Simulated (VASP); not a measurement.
An input for Ansatz (written as the equivalent of a VASP run, and not itself run):

Ansatz 0.2 input:
```yaml
crystal:
  lattice:
    - [4.0745838, 0.0000000, 0.0000000]
    - [0.0000000, 4.0745838, 0.0000000]
    - [0.0000000, 0.0000000, 4.0745838]
  atoms:
    - { symbol: Cs, position: [0.0000000, 0.0000000, 0.0000000] }
    - { symbol: Br, position: [0.5000000, 0.5000000, 0.5000000] }
kpoints:
  mp_grid: { grid: [7, 7, 7] }
hamiltonian:
  xc: pbe
  pseudopotentials: { kind: paw }
scf:
  occupations: { method: gaussian, width: 0.05 }
  max_iter: 100
relax:
  max_steps: 40
  f_tol: 0.02
  cell: { p_target: 10 }
output: { forces: true, stress: true, eigenvalues: true }
```

### Question
Translate this input to VASP (INCAR, KPOINTS, POSCAR, choice of POTCAR).

### Answer
This is not unique; one that fits is 
### POSCAR
```
CsBr
1.0
  4.0745837627   0.0000000000   0.0000000000
  0.0000000000   4.0745837627   0.0000000000
  0.0000000000   0.0000000000   4.0745837627
Cs Br
1 1
Direct
  0.0000000000   0.0000000000   0.0000000000
  0.5000000000   0.5000000000   0.5000000000
```

File KPOINTS:
```
Automatic mesh
0
Gamma
7 7 7
0 0 0
```

INCAR:
```
SYSTEM=CsBr
PREC=Accurate; ENCUT=500; LREAL=.False.
LASPH=.True.
EDIFF=1E-6; NELM=100; ALGO=Normal
LMAXMIX=4
ISMEAR=0; SIGMA=0.05
GGA=PE
IBRION=2; NSW=40; ISIF=3
EDIFFG=-0.02; PSTRESS=100
LWAVE=.False.; LCHARG=.False.
```

POTCAR, in this order: Cs_sv Br (PBE.64 set). Program: vasp_std.

What does not carry over: each code has its own PAW files, so the cut-off isn't converted (ENCUT is set for VASP's; basis.ecutwfc is left out, and Ansatz then takes the one that its files recommend); Ansatz stops its SCF on the density residual and VASP on the energy change (EDIFF).

The compound is CsBr in the CsCl type structure. This run relaxes it under an external pressure of 10 GPa. Symmetry was kept, so distortions that lower it aren't found.
